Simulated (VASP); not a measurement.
Calculation: LDA (Ceperley-Alder, Perdew-Zunger), VASP's LDA PAW potentials (set 64) (plane waves; VASP).

Gaps are without spin-orbit coupling.

```yaml
volume_per_atom: 20.09 Å³/atom
band gap (over mesh and band path): 1.78 eV
smallest direct gap (over mesh and band path): 2.33 eV
hill_bulk_modulus: 90.0 GPa
hill_shear_modulus: 45.6 GPa
```

**Question.** Which relaxed crystal gives these values?
A) Mg2Si, Fm-3m (225)
B) AlN, P6_3/mmc (194)
C) TlCl, Pm-3m (221)
D) AlP, P6_3mc (186)

**Answer.** D, AlP, P6_3mc (186)
